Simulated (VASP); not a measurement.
Data:

```xyz
5
Lattice="3.9842 0.0000 0.0000 0.0000 3.9842 0.0000 0.0000 0.0000 4.1172" Properties=species:S:1:pos:R:3 pbc="T T T"
Ba     0.0000     0.0000     0.0182
Ti     1.9921     1.9921     2.1547
O      1.9921     1.9921     3.9888
O      3.9842     1.9921     1.9916
O      1.9921     0.0000     1.9916
```

All values below come from PBE GGA with D3 dispersion (Becke-Johnson damping), VASP's PBE PAW potentials (set 64) (plane waves; VASP). Run with 520 eV cut-off, 6×6×6 Γ-centred mesh, tetrahedra with Blöchl corrections, potentials Ba_sv Ti_sv O.

Unless said otherwise, spin-orbit coupling is left out, though it shifts the bands of the heavy elements here.

Problem. Predict the energy per atom (σ→0), band gap (on the k-mesh) with the smallest direct gap where there is one.

Solution. 
```
Item                                         Result
-----------------------------------  --------------
band gap (on the k-mesh)                    1.79 eV
smallest direct gap (on the k-mesh)         2.27 eV
energy per atom (σ→0)                -8.264 eV/atom
```

Only differences to runs with the same potentials and settings are physical.

The compound is BaTiO3 in the tetragonal perovskite structure. It was relaxed first.
